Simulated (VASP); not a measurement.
```yaml
crystal:
  lattice:
    - [0.00000, 2.57346, 2.67584]
    - [2.52879, 0.00000, 2.67584]
    - [2.52879, 2.57346, 0.00000]
  atoms:
    - { symbol: Mg, position: [0.00000, 0.00000, 0.00000] }
    - { symbol: S, position: [0.48796, 0.51204, 0.51204] }
```

The numbers are results of PBE GGA, VASP's PBE PAW potentials (set 64) (plane waves; VASP), not measurements. Run with 400 eV cut-off, KSPACING 0.6 per Å, Gaussian smearing of 0.050 eV, potentials Mg S.

### Question
Estimate the energy per atom (σ→0), pressure, largest force.

### Answer

| Item | Value |
|---|---|
| energy per atom (σ→0) | -4.211 eV/atom |
| pressure | 2.74 GPa |
| largest force | 0.286 eV/Å |

The absolute energy has meaning only against runs of the same code, potentials and settings.

The compound is MgS in the rock salt structure. The cell was not relaxed at this level, atoms are displaced from their ideal sites. The run is one of a series of settings (KGAMMA = .TRUE., KSPACING = 0.6, KPOINTS file removed against the base run), some of them coarse on purpose.
